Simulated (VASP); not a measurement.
Input:

```
KBr
1.0
    0.00000     3.30000     3.30000
    3.30000     0.00000     3.30000
    3.30000     3.30000     0.00000
K Br
1 1
Direct
  0.00000   0.00000   0.00000
  0.50000   0.50000   0.50000
```

Computed with PBE GGA, VASP's PBE PAW potentials (set 64) (plane waves; VASP). Settings: PREC = Normal, 500 eV cut-off, 4×4×4 Γ-centred mesh, Gaussian smearing of 0.010 eV, potentials K_sv_GW Br_GW.

Estimate the energy per atom (σ→0), band gap (on the k-mesh) with the smallest direct gap where there is one.

```yaml
band gap (on the k-mesh): 4.43 eV
smallest direct gap (on the k-mesh): 4.43 eV
energy per atom (σ→0): -4.342 eV/atom
```

The compound is KBr in the rock salt structure. The cell was not relaxed at this level.
